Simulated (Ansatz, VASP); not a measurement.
# Cross-check of Al2SeS (Al2SSe 3 layers, AB) between VASP and Ansatz, part 2 of 2

One calculation is typed for both programs; each brings its own data sets. How far apart do they land? The structure shown is the start of the Ansatz relaxation below; VASP solves that cell, so the two are compared at the walk's first step.

VASP 6.6.1 and Ansatz 0.2.0.

So far: The structure; Ansatz: relaxation, PBE with D3(BJ).

## Step 3: VASP: single point, PBE with D3(BJ), start cell

Level of this step: PBE with D3(BJ); plane waves and PAW (Se, Al, S) (VASP).

The same cell, functional, mesh and smearing now go to VASP, with its own data sets.

Lines of VASP's logs that name or quote its potential files are left out, and so is its time.

INCAR reads:

```
SYSTEM = Al2SeS
PREC = Accurate
ENCUT = 400
EDIFF = 1E-06
NELM = 120
ISMEAR = -1
SIGMA = 0.05
LREAL = .FALSE.
ALGO = Normal
GGA = PE
IVDW = 12
NBANDS = 39
LORBIT = 11
LWAVE = .FALSE.
LCHARG = .FALSE.
ISIF = 2
LDIPOL = .TRUE.
IDIPOL = 3
DIPOL = 0.5 0.5 0.501
LVHAR = .TRUE.
LASPH = .TRUE.
GGA_COMPAT = .FALSE.
EFERMI = MIDGAP
NELMDL = -8
KPAR = 2
```

POSCAR reads:

```
Al2SeS
1.0
    3.6894000000      0.0000000000      0.0000000000
   -1.8447000000      3.1951140000      0.0000000000
    0.0000000000      0.0000000000     69.9526250000
Se Al S
3 6 3
Direct
    0.3333333333      0.6666666667      0.3609585773
    0.6666666667      0.3333333333      0.4681865048
    0.3333333333      0.6666666667      0.5754144323
    0.0000000000      0.0000000000      0.3779717487
    0.0000000000      0.0000000000      0.4125665906
    0.3333333333      0.6666666667      0.4851996762
    0.3333333333      0.6666666667      0.5197945181
    0.0000000000      0.0000000000      0.5924276037
    0.0000000000      0.0000000000      0.6270224455
    0.3333333333      0.6666666667      0.4245855677
    0.6666666667      0.3333333333      0.5318134952
    0.3333333333      0.6666666667      0.6390414227
```

KPOINTS reads:

```
Automatic mesh
0
Gamma
12 12 1
0 0 0
```

The projector-augmented-wave data sets are Se, Al and S (PBE family, release 64).

Command:

```sh
$ mpirun -np 2 vasp_std
```

Numbers of over 12 decimals in the logs are rounded to 6 here.

The program printed:

```text
[banner, memory and clock lines left out]
running    2 mpi-ranks, on    1 nodes
 distrk:  each k-point on    1 cores,    2 groups
 distr:  one band on    1 cores,    1 groups

 POSCAR found type information on POSCAR SeAlS
 POSCAR found :  3 types and      12 ions
 LDA part: xc-table for (Slater+PW92), standard interpolation
|                                                                             |
|           W    W    AA    RRRRR   N    N  II  N    N   GGGG   !!!           |
|           W    W   A  A   R    R  NN   N  II  NN   N  G    G  !!!           |
|           W    W  A    A  R    R  N N  N  II  N N  N  G       !!!           |
|           W WW W  AAAAAA  RRRRR   N  N N  II  N  N N  G  GGG   !            |
|           WW  WW  A    A  R   R   N   NN  II  N   NN  G    G                |
|           W    W  A    A  R    R  N    N  II  N    N   GGGG   !!!           |
|                                                                             |
|     One of the lattice vectors is very long (>50 A), but AMIN is rather     |
|     large. This can spoil convergence since charge sloshing might occur     |
|     along the long lattice vector. If problems with convergence are         |
|     observed, try to decrease AMIN to a smaller value (e.g. 0.01).          |
|     Note: This warning only applies if the self-consistency cycle is        |
|     used.                                                                   |
|                                                                             |

 POSCAR, INCAR and KPOINTS ok, starting setup
 FFT: planning ... GRIDC
 FFT: planning ... GRID_SOFT
 FFT: planning ... GRID
 WAVECAR not read
 entering main loop
       N       E                     dE             d eps       ncg     rms          rms(c)
DAV:   1     0.359034550855E+03    0.35903E+03   -0.14813E+04  1538   0.797E+02
DAV:   2     0.500119443004E+01   -0.35403E+03   -0.33949E+03  2163   0.175E+02
DAV:   3    -0.527557885249E+02   -0.57757E+02   -0.57131E+02  1772   0.739E+01
DAV:   4    -0.553423179942E+02   -0.25865E+01   -0.25762E+01  1958   0.190E+01
DAV:   5    -0.554207365622E+02   -0.78419E-01   -0.78360E-01  2008   0.323E+00
DAV:   6    -0.554239433356E+02   -0.32068E-02   -0.32059E-02  2109   0.670E-01
DAV:   7    -0.554241176547E+02   -0.17432E-03   -0.17431E-03  2207   0.143E-01
DAV:   8    -0.554241222238E+02   -0.45691E-05   -0.45693E-05  2061   0.197E-02    0.130E+01
DAV:   9    -0.542262068090E+02    0.11979E+01   -0.17327E+00  1812   0.483E+00    0.842E+00
DAV:  10    -0.539969046369E+02    0.22930E+00   -0.19954E+00  1852   0.483E+00    0.234E+00
DAV:  11    -0.539759833535E+02    0.20921E-01   -0.21973E-01  1779   0.208E+00    0.103E+00
DAV:  12    -0.539743743246E+02    0.16090E-02   -0.39244E-02  1908   0.821E-01    0.470E-01
DAV:  13    -0.539731634906E+02    0.12108E-02   -0.67537E-03  1814   0.299E-01    0.287E-01
DAV:  14    -0.539732014075E+02   -0.37917E-04   -0.19720E-03  1908   0.166E-01    0.917E-02
[...]
DAV:  21    -0.539736071517E+02   -0.35425E-04   -0.30867E-06  1640   0.423E-03    0.399E-03
DAV:  22    -0.539736310055E+02   -0.23854E-04   -0.82052E-07  1346   0.229E-03    0.202E-03
DAV:  23    -0.539736572154E+02   -0.26210E-04   -0.58250E-07  1361   0.204E-03    0.803E-04
DAV:  24    -0.539736746877E+02   -0.17472E-04   -0.29861E-07  1352   0.125E-03    0.618E-04
DAV:  25    -0.539736860845E+02   -0.11397E-04   -0.99987E-08  1258   0.756E-04    0.405E-04
DAV:  26    -0.539736916990E+02   -0.56144E-05   -0.95178E-08  1314   0.524E-04    0.251E-04
DAV:  27    -0.539736956490E+02   -0.39500E-05   -0.68231E-08  1265   0.477E-04    0.222E-04
DAV:  28    -0.539736960746E+02   -0.42564E-06   -0.55087E-09  1179   0.188E-04
   1 F= -.57144459E+02 E0= -.57144162E+02  d E =-.594227E-03
```

Parts of OUTCAR (step 3):

```text
ion  position               nearest neighbor table
   1  0.333  0.667  0.361-   4 2.44   4 2.44   4 2.44
   2  0.667  0.333  0.468-   6 2.44   6 2.44   6 2.44
   3  0.333  0.667  0.575-   8 2.44   8 2.44   8 2.44
   4  0.000  0.000  0.378-   5 2.42   1 2.44   1 2.44   1 2.44
   5  0.000  0.000  0.413-  10 2.29  10 2.29  10 2.29   4 2.42
   6  0.333  0.667  0.485-   7 2.42   2 2.44   2 2.44   2 2.44
   7  0.333  0.667  0.520-  11 2.29  11 2.29  11 2.29   6 2.42
   8  0.000  0.000  0.592-   9 2.42   3 2.44   3 2.44   3 2.44
   9  0.000  0.000  0.627-  12 2.29  12 2.29  12 2.29   8 2.42
  10  0.333  0.667  0.425-   5 2.29   5 2.29   5 2.29
  11  0.667  0.333  0.532-   7 2.29   7 2.29   7 2.29
  12  0.333  0.667  0.639-   9 2.29   9 2.29   9 2.29

  LATTYP: Found a hexagonal cell.
 ALAT       =     3.6894000000
 C/A-ratio  =    18.9604339459

 Subroutine GETGRP returns: Found  6 space group operations
 (whereof  6 operations were pure point group operations)

The static configuration has the point symmetry C_3v.

 Found     19 irreducible k-points:

   k-points           NKPTS =     19   k-points in BZ     NKDIM =     19   number of bands    NBANDS=     39

   dimension x,y,z NGX =    24 NGY =   24 NGZ =  480
   dimension x,y,z NGXF=    48 NGYF=   48 NGZF=  960

   ENCUT  =  400.0 eV  29.40 Ry    5.42 a.u.   6.02  6.02114.08*2*pi/ulx,y,z

   NELECT =      54.0000    total number of electrons

 k-points in reciprocal lattice and weights: Automatic mesh
   0.00000000  0.00000000  0.00000000       0.007
   0.08333333 -0.00000000  0.00000000       0.042
   0.16666667 -0.00000000  0.00000000       0.042
   0.25000000 -0.00000000  0.00000000       0.042
   0.33333333 -0.00000000  0.00000000       0.042
   0.41666667 -0.00000000  0.00000000       0.042
   0.50000000 -0.00000000  0.00000000       0.021
   0.08333333  0.08333333  0.00000000       0.042
   0.16666667  0.08333333  0.00000000       0.083
[...]
0.33333333  0.25000000  0.00000000       0.083
   0.33333333  0.33333333  0.00000000       0.014

 dipolmoment           0.000000      0.000000     -0.093794 electrons x Angstroem

 average (electrostatic) potential at core
       1 -59.4232       2 -59.8870       3 -60.3871       4 -81.6426       5 -82.3108
       6 -82.0932       7 -82.7460       8 -82.5866       9 -83.2462      10 -93.5760
      11 -94.0006      12 -94.4994

 E-fermi :  -1.6699

 k-point     1 :       0.0000    0.0000    0.0000
  band No.  band energies     occupation
    ...
     23      -3.0663      2.00000
     24      -2.6572      2.00000
     25      -2.5867      2.00000
     26      -2.5867      2.00000
     27      -1.9894      1.99665
     28      -0.4331      0.00000
     29       0.0952      0.00000
     30       0.4828      0.00000
     31       0.8041      0.00000
     32       1.3136      0.00000
    ...

 k-point     2 :       0.0833   -0.0000    0.0000
  band No.  band energies     occupation
    ...
     23      -3.1716      2.00000
     24      -3.1182      2.00000
     25      -2.6930      2.00000
     26      -2.5315      2.00000
     27      -1.9390      1.99086
     28      -0.1034      0.00000
     29       0.4236      0.00000
     30       0.8203      0.00000
     31       1.0852      0.00000
     32       1.3239      0.00000
    ...

 k-point     3 :       0.1667   -0.0000    0.0000
  band No.  band energies     occupation
    ...
     23      -3.4329      2.00000
     24      -3.0977      2.00000
     25      -2.9564      2.00000
     26      -2.4804      2.00000
     27      -1.9781      1.99580
     28       0.0968      0.00000
     29       0.5758      0.00000
     30       0.9342      0.00000
     31       1.0351      0.00000
     32       1.4363      0.00000
    ...

 Edisp (eV)   -3.17076

  Total       1.55633     1.55633    12.13759    -0.00000     0.00000     0.00000
  in kB       3.02388     3.02388    23.58289    -0.00000     0.00000     0.00000
  external pressure =        9.88 kB  Pullay stress =        0.00 kB

  energy-cutoff  :      400.00
  volume of cell :      824.61
      direct lattice vectors                 reciprocal lattice vectors
     3.689400000  0.000000000  0.000000000     0.271046783  0.156488939  0.000000000
    -1.844700000  3.195114000  0.000000000     0.000000000  0.312977878  0.000000000
     0.000000000  0.000000000 69.952625000     0.000000000  0.000000000  0.014295389

 POSITION                                       TOTAL-FORCE (eV/Angst)
 -----------------------------------------------------------------------------------
     -0.00000      2.13008     25.25000        -0.000000      0.000000     -0.070554
      1.84470      1.06504     32.75088         0.000000     -0.000000      0.013968
     -0.00000      2.13008     40.25175         0.000000      0.000000      0.014322
      0.00000      0.00000     26.44012        -0.000000     -0.000000     -1.119050
      0.00000      0.00000     28.86012         0.000000     -0.000000      0.005391
     -0.00000      2.13008     33.94099        -0.000000      0.000000     -1.120020
     -0.00000      2.13008     36.36099         0.000000     -0.000000      0.028591
      0.00000      0.00000     41.44187        -0.000000     -0.000000     -1.147581
      0.00000      0.00000     43.86187         0.000000     -0.000000     -0.013680
     -0.00000      2.13008     29.70087        -0.000000     -0.000000      1.114893
      1.84470      1.06504     37.20175         0.000000     -0.000000      1.085273
     -0.00000      2.13008     44.70263        -0.000000     -0.000000      1.208448
 -----------------------------------------------------------------------------------
    total drift:                                0.000001      0.000003     -0.000419

  FREE ENERGIE OF THE ION-ELECTRON SYSTEM (eV)
  ---------------------------------------------------
  free  energy   TOTEN  =       -57.1444590629 eV

  energy  without entropy=      -57.1438648359  energy(sigma->0) =      -57.14416195

 vacuum level on the upper side and lower side of the slab         2.375         3.815

 total charge
# of ion       s       p       d       tot
------------------------------------------
    1        1.458   2.434   0.030   3.922
    2        1.460   2.435   0.032   3.927
    3        1.460   2.434   0.032   3.926
    4        0.424   0.377   0.000   0.801
    5        0.413   0.383   0.000   0.796
    6        0.425   0.377   0.000   0.802
    7        0.413   0.382   0.000   0.795
    8        0.425   0.378   0.000   0.802
    9        0.413   0.382   0.000   0.795
   10        1.324   2.484   0.000   3.808
   11        1.325   2.485   0.000   3.809
   12        1.322   2.485   0.000   3.808
--------------------------------------------------
tot         10.861  17.036   0.094  27.991

[... 3 further parts left out ...]
```

## Step 4: Comparison

Known differences besides the potentials themselves: Ansatz cuts the interaction across the vacuum, VASP repeats the sheet with a dipole correction; the data sets hold 84 valence electrons in Ansatz (on its default PAW (the set named soft_2) files) and 54 in VASP; the cutoff is 420 eV in Ansatz and 400 eV in VASP. Total energies have different zeros and are not compared.

Forces on 9 of the 12 atoms, those with the largest forces and the largest differences (eV/Å; atoms numbered as in POSCAR):

```csv
atom,"Ansatz x, y, z","VASP x, y, z"
Se1,"0.000, 0.000, -0.063","0.000, 0.000, -0.071"
Se2,"0.000, 0.000, 0.022","0.000, 0.000, 0.014"
Se3,"0.000, 0.000, 0.023","0.000, 0.000, 0.014"
Al4,"0.000, 0.000, -1.123","0.000, 0.000, -1.119"
Al6,"0.000, 0.000, -1.125","0.000, 0.000, -1.120"
Al8,"0.000, 0.000, -1.152","0.000, 0.000, -1.148"
S10,"0.000, 0.000, 1.118","0.000, 0.000, 1.115"
S11,"0.000, 0.000, 1.089","0.000, 0.000, 1.085"
S12,"0.000, 0.000, 1.211","0.000, 0.000, 1.208"
```

The forces differ by 3.5 meV/Å r.m.s., which is 0.7 % of the r.m.s. force of 0.463 eV/Å (both taken over all components). With vacuum in the cell, a pressure given here is an average over mostly empty space and none of the material.

## Step 5: Results

| Quantity | Value |
| --- | --- |
| r.m.s. force difference (single point, PBE with D3(BJ), start cell) | 0.75 % of the r.m.s. force |

**Reading.** The r.m.s. force difference is 0.75 % of the r.m.s. force (single point, PBE with D3(BJ), start cell), within the 3 % picked in this series as the mark of a large difference. The data sets hold unlike numbers of valence electrons (84 in Ansatz and 54 in VASP), so part of the differences comes from the potentials. 1 further run of this series is not shown here. Such differences can come from data sets, numerical settings and the points named under the comparisons, not from the functional's error against experiment.

[Lines on the potential files, build, host, timing and source positions are cut from VASP's logs without a mark.]

[Logs are printed without paths, hosts, clocks, repeated set-up lines and the standing remarks that a program may print on its own settings, such as how far it seeks lower states.]

[Hosts, paths, dates, database ids (printed as entryN), source tags and the programs' standing remarks are cut or masked in the printed files.]
